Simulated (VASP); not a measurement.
Energy against volume of NiAl (CsCl type). Computed with PBE GGA with D3 dispersion (zero damping), VASP's PBE PAW potentials (set 64) (plane waves; VASP 6.6.1). Run with 520 eV cut-off, 13×13×13 Γ-centred mesh, first-order Methfessel-Paxton smearing of 0.10 eV, potentials Al Ni.

```tsv
V (Å³/atom)	E (eV/atom)
11.006	-5.57434
11.357	-5.59257
11.709	-5.59765
12.060	-5.59155
```

Q: Fit these four points and predict the energy of the run at 12.411 Å³/atom.

A: A cubic in V^(−2/3), the third-order Birch-Murnaghan form, passes through the four points with V0 = 11.68 Å³/atom and B0 = 171 GPa, and gives -5.5760 eV/atom there. The run gave -5.5760 eV/atom, -0.0 meV/atom from the fit; all five points give B0 = 171 GPa.

The compound is NiAl in the CsCl type structure. It was relaxed first. The run is not spin-polarised, so no magnetic state was tried.
